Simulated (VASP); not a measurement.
All values below come from PBEsol GGA, VASP's PBE PAW potentials (set 64) (plane waves; VASP).

VASP ran on this input.

POSCAR:
```
Bi
1
    3.5630040000     0.0000000000     0.0000000000
   -1.7815020000     3.0856520000     0.0000000000
    0.0000000000     0.0000000000     5.7848720000
Bi
2
Direct
  0.3333330000   0.6666670000   0.2500000000
  0.6666670000   0.3333330000   0.7500000000
```

**KPOINTS**
```
Regular mesh
0
gamma
11 11 6
```

**INCAR**
```
ALGO  =  Normal
EDIFF  =  1E-6
EDIFFG  =  -0.01
ENCUT  =  400
GGA  =  PS
IBRION  =  2
ISIF  =  3
ISMEAR  =  1
LASPH  =  .TRUE.
LCHARG  =  .FALSE.
LMAXMIX  =  4
LREAL  =  .FALSE.
LWAVE  =  .FALSE.
NELM  =  100
NSW  =  60
PREC  =  Accurate
SIGMA  =  0.1
SYSTEM  =  Bi
```

POTCAR, in this order: Bi_d (PBE.64 set). Program: vasp_std.

Output of the run:

### OUTCAR
```
 ion  position               nearest neighbor table
   1  0.333  0.667  0.250-   2 3.55   2 3.55   2 3.55   2 3.55   2 3.55   2 3.55
   2  0.667  0.333  0.750-   1 3.55   1 3.55   1 3.55   1 3.55   1 3.55   1 3.55
  LATTYP: Found a hexagonal cell.
 ALAT       =     3.5630040000
 C/A-ratio  =     1.6235940235
 Subroutine PRICEL returns:
 Original cell was already a primitive cell.
 Subroutine GETGRP returns: Found 24 space group operations
The static configuration has the point symmetry D_3d.
 The point group associated with its full space group is D_6h.
The dynamic configuration has the point symmetry D_3d.
 Subroutine INISYM returns: Found 24 space group operations
 Subroutine IBZKPT returns following result:
 Found     64 irreducible k-points:

 Following reciprocal coordinates:
            Coordinates               Weight
  0.000000  0.000000  0.000000      1.000000
  0.090909 -0.000000  0.000000      6.000000
  0.181818 -0.000000  0.000000      6.000000
  0.272727  0.000000  0.000000      6.000000
  0.363636  0.000000  0.000000      6.000000
  0.454545 -0.000000  0.000000      6.000000
  0.090909  0.090909  0.000000      6.000000
...
```

File OSZICAR:
```
...
DAV:   5    -0.840615908212E+01   -0.27243E-01   -0.27239E-01  3289   0.501E+00    0.655E-01
DAV:   6    -0.839132602571E+01    0.14833E-01   -0.32009E-02  2775   0.221E+00    0.380E-01
DAV:   7    -0.838771645869E+01    0.36096E-02   -0.16807E-02  2908   0.153E+00    0.127E-01
DAV:   8    -0.838762627377E+01    0.90185E-04   -0.83274E-04  2708   0.444E-01    0.112E-02
DAV:   9    -0.838763122049E+01   -0.49467E-05   -0.27522E-05  3605   0.460E-02    0.489E-03
DAV:  10    -0.838763066516E+01    0.55533E-06   -0.99146E-07  1513   0.131E-02
   1 F= -.83876307E+01 E0= -.83867517E+01  d E =-.838763E+01
       N       E                     dE             d eps       ncg     rms          rms(c)
DAV:   1    -0.117369109475E+02   -0.33493E+01   -0.85139E+01  2669   0.135E+02    0.978E+00
DAV:   2    -0.886324158898E+01    0.28737E+01   -0.61851E+00  2648   0.404E+01    0.377E+00
DAV:   3    -0.840465405896E+01    0.45859E+00   -0.19813E+00  3186   0.219E+01    0.370E-01
DAV:   4    -0.841081443810E+01   -0.61604E-02   -0.41219E-02  2510   0.166E+00    0.203E-01
DAV:   5    -0.841574808728E+01   -0.49336E-02   -0.13627E-02  2522   0.920E-01    0.963E-02
DAV:   6    -0.841570169784E+01    0.46389E-04   -0.57827E-04  3057   0.249E-01    0.168E-02
DAV:   7    -0.841572450237E+01   -0.22805E-04   -0.11118E-04  2678   0.822E-02    0.460E-03
DAV:   8    -0.841572495682E+01   -0.45444E-06   -0.31997E-06  2213   0.190E-02
   2 F= -.84157250E+01 E0= -.84155537E+01  d E =-.280943E-01
       N       E                     dE             d eps       ncg     rms          rms(c)
DAV:   1    -0.881535369112E+01   -0.39963E+00   -0.11440E+01  2690   0.574E+01    0.323E+00
DAV:   2    -0.849054620473E+01    0.32481E+00   -0.59930E-01  2669   0.129E+01    0.134E+00
DAV:   3    -0.842809883113E+01    0.62447E-01   -0.29027E-01  3112   0.815E+00    0.159E-01
DAV:   4    -0.842842412533E+01   -0.32529E-03   -0.64013E-03  2614   0.876E-01    0.721E-02
DAV:   5    -0.842875688820E+01   -0.33276E-03   -0.19058E-03  2857   0.468E-01    0.517E-02
DAV:   6    -0.842871119371E+01    0.45694E-04   -0.19359E-04  3062   0.219E-01    0.935E-03
DAV:   7    -0.842871302406E+01   -0.18303E-05   -0.23902E-05  2503   0.408E-02    0.223E-03
DAV:   8    -0.842871282608E+01    0.19798E-06   -0.59637E-07  1449   0.869E-03
   3 F= -.84287128E+01 E0= -.84283425E+01  d E =-.410822E-01
       N       E                     dE             d eps       ncg     rms          rms(c)
DAV:   1    -0.842925409733E+01   -0.54107E-03   -0.15762E-02  2687   0.204E+00    0.123E-01
DAV:   2    -0.842878298573E+01    0.47111E-03   -0.87692E-04  2660   0.487E-01    0.503E-02
DAV:   3    -0.842869653773E+01    0.86448E-04   -0.39440E-04  3139   0.303E-01    0.558E-03
DAV:   4    -0.842869826706E+01   -0.17293E-05   -0.80554E-06  2544   0.302E-02    0.272E-03
DAV:   5    -0.842870019107E+01   -0.19240E-05   -0.25125E-06  1976   0.155E-02    0.168E-03
DAV:   6    -0.842870033824E+01   -0.14717E-06   -0.14932E-07  1216   0.633E-03
   4 F= -.84287003E+01 E0= -.84283426E+01  d E =-.410697E-01
       N       E                     dE             d eps       ncg     rms          rms(c)
DAV:   1    -0.843493048988E+01   -0.62303E-02   -0.20181E-01  2611   0.383E+00    0.335E-01
DAV:   2    -0.843148238882E+01    0.34481E-02   -0.89822E-03  3123   0.132E+00    0.211E-01
DAV:   3    -0.842957859485E+01    0.19038E-02   -0.37011E-03  3194   0.969E-01    0.294E-02
DAV:   4    -0.842963541486E+01   -0.56820E-04   -0.83753E-04  2592   0.343E-01    0.143E-02
DAV:   5    -0.842963375864E+01    0.16562E-05   -0.26865E-05  3516   0.756E-02    0.117E-03
DAV:   6    -0.842963391553E+01   -0.15690E-06   -0.15129E-06  1480   0.129E-02
   5 F= -.84296339E+01 E0= -.84293046E+01  d E =-.933577E-03
       N       E                     dE             d eps       ncg     rms          rms(c)
DAV:   1    -0.847882835755E+01   -0.49195E-01   -0.18142E+00  2597   0.115E+01    0.100E+00
DAV:   2    -0.844750039628E+01    0.31328E-01   -0.81170E-02  2636   0.339E+00    0.626E-01
DAV:   3    -0.843024683170E+01    0.17254E-01   -0.32950E-02  3123   0.224E+00    0.705E-02
DAV:   4    -0.843068316346E+01   -0.43633E-03   -0.54702E-03  2558   0.752E-01    0.345E-02
DAV:   5    -0.843068064377E+01    0.25197E-05   -0.17291E-04  3473   0.124E-01    0.578E-03
DAV:   6    -0.843067920126E+01    0.14425E-05   -0.56293E-06  2314   0.348E-02    0.175E-03
DAV:   7    -0.843067965206E+01   -0.45081E-06   -0.10304E-06  1324   0.149E-02
   6 F= -.84306797E+01 E0= -.84306510E+01  d E =-.197931E-02
       N       E                     dE             d eps       ncg     rms          rms(c)
DAV:   1    -0.844038982997E+01   -0.97106E-02   -0.35749E-01  2612   0.510E+00    0.443E-01
DAV:   2    -0.843431889453E+01    0.60709E-02   -0.15779E-02  2788   0.174E+00    0.283E-01
DAV:   3    -0.843073066300E+01    0.35882E-02   -0.77312E-03  3095   0.138E+00    0.360E-02
DAV:   4    -0.843083097520E+01   -0.10031E-03   -0.16327E-03  2592   0.497E-01    0.174E-02
DAV:   5    -0.843083159999E+01   -0.62478E-06   -0.54029E-05  3128   0.971E-02    0.238E-03
DAV:   6    -0.843083175066E+01   -0.15067E-06   -0.27036E-06  1944   0.151E-02
   7 F= -.84308318E+01 E0= -.84308156E+01  d E =-.213141E-02
       N       E                     dE             d eps       ncg     rms          rms(c)
DAV:   1    -0.843198069819E+01   -0.11491E-02   -0.37625E-02  2620   0.165E+00    0.143E-01
DAV:   2    -0.843134955345E+01    0.63114E-03   -0.16826E-03  3283   0.619E-01    0.915E-02
DAV:   3    -0.843097139862E+01    0.37815E-03   -0.75817E-04  3154   0.464E-01    0.110E-02
DAV:   4    -0.843098511789E+01   -0.13719E-04   -0.19127E-04  2573   0.169E-01    0.527E-03
DAV:   5    -0.843098518106E+01   -0.63166E-07   -0.51180E-06  2495   0.266E-02
   8 F= -.84309852E+01 E0= -.84310098E+01  d E =-.228484E-02
       N       E                     dE             d eps       ncg     rms          rms(c)
DAV:   1    -0.843102802801E+01   -0.42910E-04   -0.16042E-03  2620   0.342E-01    0.296E-02
DAV:   2    -0.843100108954E+01    0.26938E-04   -0.69997E-05  3289   0.134E-01    0.189E-02
DAV:   3    -0.843098445039E+01    0.16639E-04   -0.32352E-05  2984   0.992E-02    0.226E-03
DAV:   4    -0.843098513083E+01   -0.68044E-06   -0.90618E-06  2484   0.372E-02
   9 F= -.84309851E+01 E0= -.84310128E+01  d E =-.228479E-02
       N       E                     dE             d eps       ncg     rms          rms(c)
DAV:   1    -0.844017698475E+01   -0.91925E-02   -0.26379E-01  2684   0.841E+00    0.500E-01
DAV:   2    -0.843238960212E+01    0.77874E-02   -0.14476E-02  2651   0.198E+00    0.206E-01
DAV:   3    -0.843094425925E+01    0.14453E-02   -0.66070E-03  3079   0.124E+00    0.229E-02
DAV:   4    -0.843095063664E+01   -0.63774E-05   -0.14780E-04  2613   0.128E-01    0.110E-02
DAV:   5    -0.843095495216E+01   -0.43155E-05   -0.41718E-05  2816   0.662E-02    0.727E-03
DAV:   6    -0.843095351141E+01    0.14407E-05   -0.29229E-06  1984   0.265E-02    0.135E-03
DAV:   7    -0.843095414381E+01   -0.63240E-06   -0.68100E-07  1240   0.654E-03
  10 F= -.84309541E+01 E0= -.84309129E+01  d E =0.309870E-04
       N       E                     dE             d eps       ncg     rms          rms(c)
DAV:   1    -0.843380911249E+01   -0.28556E-02   -0.78485E-02  2681   0.455E+00    0.274E-01
DAV:   2    -0.843146158742E+01    0.23475E-02   -0.43763E-03  2651   0.109E+00    0.112E-01
DAV:   3    -0.843103155597E+01    0.43003E-03   -0.19600E-03  3103   0.676E-01    0.124E-02
DAV:   4    -0.843103733322E+01   -0.57772E-05   -0.41545E-05  2598   0.680E-02    0.600E-03
DAV:   5    -0.843104323664E+01   -0.59034E-05   -0.12361E-05  2734   0.347E-02    0.375E-03
DAV:   6    -0.843104347057E+01   -0.23393E-06   -0.61533E-07  1279   0.124E-02
  11 F= -.84310435E+01 E0= -.84310412E+01  d E =-.583397E-04
```

OUTCAR:
```
------------------------ aborting loop because EDIFF is reached ----------------------------------------
  FORCE on cell =-STRESS in cart. coord.  units (eV):
  Direction    XX          YY          ZZ          XY          YZ          ZX
  --------------------------------------------------------------------------------------
  Total        0.0072472      0.0072472     -0.0001189     -0.0000000      0.0000000      0.0000000
  in kB        0.1938903      0.1938904     -0.0031822     -0.0000000      0.0000000      0.0000000
  external PRESSURE =       0.1281995 kB  Pullay stress =       0.0000000 kB
  volume of cell :       59.89
      direct lattice vectors                 reciprocal lattice vectors
     3.465396052 -0.000000000  0.000000000     0.288567305  0.166604410 -0.000000000
    -1.732698026  3.001121035  0.000000000     0.000000000  0.333208820 -0.000000000
     0.000000000  0.000000000  5.758224824    -0.000000000 -0.000000000  0.173664633
 POSITION                                       TOTAL-FORCE (eV/Angst)
 -----------------------------------------------------------------------------------
     -0.00000      2.00075      1.43956         0.000000      0.000000      0.000000
      1.73270      1.00037      4.31867        -0.000000     -0.000000     -0.000000
 -----------------------------------------------------------------------------------
    total drift:                                0.000219     -0.000126      0.000419
  FREE ENERGIE OF THE ION-ELECTRON SYSTEM (eV)
  ---------------------------------------------------
  free  energy   TOTEN  =        -8.4310434706 eV

  energy  without entropy=       -8.4310365568  energy(sigma->0) =       -8.43104117

 reached required accuracy - stopping structural energy minimisation
```
(Selected blocks of OUTCAR.)

CONTCAR:
```
Bi
   1.00000000000000
     3.4653960517724811   -0.0000000000000000    0.0000000000000000
    -1.7326980258862406    3.0011210354073374    0.0000000000000000
     0.0000000000000000    0.0000000000000001    5.7582248241535190
  Bi
     2
Direct
     0.3333330000000032    0.6666669999999968    0.2500000000000000
     0.6666669999999968    0.3333330000000032    0.7500000000000000
```

Energy and stress use the plane-wave basis of the starting cell.

The structure was generated: Bi was put into the hcp type (P6_3/mmc), which need not be its known phase. This run relaxes it. Symmetry was kept, so distortions that lower it aren't found.
